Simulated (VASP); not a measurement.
Method: r2SCAN meta-GGA, VASP's PBE PAW potentials (set 64) (plane waves; VASP).

VASP input:

**KPOINTS**
```
Automatic mesh
0
Gamma
9 9 9
0 0 0
```

**INCAR**
```
# general
SYSTEM   =  PtAl2
PREC     =  Accurate
ENCUT    =  520
LREAL    =  .FALSE.
LASPH    =  .TRUE.

# electronic loop
EDIFF    =  1E-7
NELM     =  100
ALGO     =  Normal
LMAXMIX  =  6
LMIXTAU  =  .TRUE.

# smearing
ISMEAR   =  1
SIGMA    =  0.1

# functional
METAGGA  =  R2SCAN

# ions
ISIF     =  2

# output
LWAVE    =  .FALSE.
LCHARG   =  .FALSE.
```

### POSCAR
```
PtAl2
2.9790740
  0.0000000000   1.0000000689   1.0000000689
  1.0000000689   0.0000000000   1.0000000689
  1.0000000689   1.0000000689   0.0000000000
Al Pt
2 1
Direct
  0.2500000000   0.2500000000   0.2500000000
  0.7500000000   0.7500000000   0.7500000000
  0.0000000000   0.0000000000   0.0000000000
```

POTCAR, in this order: Al Pt (PBE.64 set). Program: vasp_std.

Task: What will the output report for the number of irreducible k-points (NKPTS), largest plane-wave count, number of space-group operations, FFT grid (NGX, NGY, NGZ)?

Result: 
```
Property                                       Value
--------------------------------------  ------------
number of irreducible k-points (NKPTS)            35
largest plane-wave count                        1438
number of space-group operations                  48
FFT grid (NGX, NGY, NGZ)                32 × 32 × 32
```

The compound is PtAl2 in the fluorite structure. This cell is one point of a volume scan, at 1.03 of the reference volume.
